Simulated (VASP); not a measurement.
A convergence study with VASP on Be (hcp): a few settings are varied, all else stays as given below, so the limit is that of these other settings.

```xyz
2
Lattice="1.1450 -1.9832 0.0000 1.1450 1.9832 0.0000 0.0000 0.0000 3.5800" Properties=species:S:1:pos:R:3 pbc="T T T"
Be     1.1450     0.6611     0.8950
Be     1.1450    -0.6611     2.6850
```

Calculation: PBE GGA, VASP's PBE PAW potentials (set 64) (plane waves; VASP 6.6.1). The last row used: 550 eV cut-off, 26×26×14 Γ-centred mesh, second-order Methfessel-Paxton smearing of 0.40 eV, potentials Be.

```
setting                                   E (eV/atom)  pressure (GPa)  irreducible k-points
----------------------------------------  -----------  --------------  --------------------
ISMEAR = -1, SIGMA = 0.01, 10×10×6 mesh       -3.7528           -2.77                    56
ISMEAR = -1, SIGMA = 0.1, 10×10×6 mesh        -3.7526           -2.80                    56
ISMEAR = 0, SIGMA = 0.01, 10×10×6 mesh        -3.7528           -2.77                    56
ISMEAR = 0, SIGMA = 0.1, 10×10×6 mesh         -3.7527           -2.78                    56
ISMEAR = 1, SIGMA = 0.01, 10×10×6 mesh        -3.7528           -2.77                    56
ISMEAR = 1, SIGMA = 0.2, 10×10×6 mesh         -3.7527           -2.78                    56
ISMEAR = 2, SIGMA = 0.05, 10×10×6 mesh        -3.7528           -2.77                    56
ISMEAR = 2, SIGMA = 0.2, 10×10×6 mesh         -3.7527           -2.77                    56
ISMEAR = -1, SIGMA = 0.01, 20×20×11 mesh      -3.7650           -3.00                   264
ISMEAR = -1, SIGMA = 0.2, 20×20×11 mesh       -3.7646           -2.96                   264
ISMEAR = 0, SIGMA = 0.01, 20×20×11 mesh       -3.7650           -3.00                   264
ISMEAR = 0, SIGMA = 0.2, 20×20×11 mesh        -3.7650           -3.00                   264
ISMEAR = 1, SIGMA = 0.01, 20×20×11 mesh       -3.7650           -3.00                   264
ISMEAR = 1, SIGMA = 0.4, 20×20×11 mesh        -3.7647           -3.00                   264
ISMEAR = 2, SIGMA = 0.05, 20×20×11 mesh       -3.7650           -3.00                   264
ISMEAR = 2, SIGMA = 0.4, 20×20×11 mesh        -3.7648           -3.00                   264
ISMEAR = -1, SIGMA = 0.05, 26×26×14 mesh      -3.7659           -3.05                   560
ISMEAR = -1, SIGMA = 0.2, 26×26×14 mesh       -3.7649           -2.98                   560
ISMEAR = 0, SIGMA = 0.05, 26×26×14 mesh       -3.7659           -3.05                   560
ISMEAR = 0, SIGMA = 0.2, 26×26×14 mesh        -3.7658           -3.05                   560
ISMEAR = 1, SIGMA = 0.05, 26×26×14 mesh       -3.7659           -3.05                   560
ISMEAR = 1, SIGMA = 0.4, 26×26×14 mesh        -3.7658           -3.06                   560
ISMEAR = 2, SIGMA = 0.1, 26×26×14 mesh        -3.7659           -3.05                   560
ISMEAR = 2, SIGMA = 0.4, 26×26×14 mesh        -3.7658           -3.06                   560
```

Left out are rungs that failed or repeat a setting and relaxations that didn't move; long series are thinned to 24 rows.

The compound is Be in the hcp structure. The cell was not relaxed at this level.
